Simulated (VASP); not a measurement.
Mg2C: equation of state with PBE

The system is Mg2C.

```
Mg C
1.0
     3.11221    0.00000    0.00000
     0.00000    3.50981    0.00000
     0.00000    0.00000    4.29526
Mg C
2 1
Direct
  0.50000 0.00000 0.00000
  0.00000 0.50000 0.50000
  0.50000 0.00000 0.50000
```

The cell was built by a generator and needn't be a form met in nature.

| Property | Result |
| --- | --- |
| Program | VASP 6.6.1 |
| Task | equation of state |
| Functional | PBE |
| Potentials or basis | VASP PAW PBE potentials, release 64 (Mg, C) |
| Cutoff | 520 eV |
| k mesh | 9 × 8 × 6 |
| Occupations | fermi-dirac, width 0.05 eV |
| Spin | no spin polarisation |

```yaml
Equilibrium_volume: 15.62 Å³/atom
Bulk_modulus_at_fixed_shape_and_positions: 75 GPa
Pressure_derivative_of_the_bulk_modulus: 4.0
```

Energy against volume, from the lowest point:
| volume (Å³/atom) | energy (meV/atom) |
| --- | --- |
| 14.701 | 13.91 |
| 15.014 | 5.84 |
| 15.327 | 1.31 |
| 15.639 | 0.00 |
| 15.952 | 1.58 |
| 16.265 | 5.78 |
| 16.578 | 12.36 |

All runs of the series together: 4.9 min on 1 thread of Intel(R) Xeon(R) Platinum 8259CL CPU @ 2.50GHz (Skylake/Cascade Lake), on a shared host.

Caveat: the cell was scaled at fixed shape and fractional positions, which overstates the stiffness of a crystal with free parameters, most of all of layers and chains.
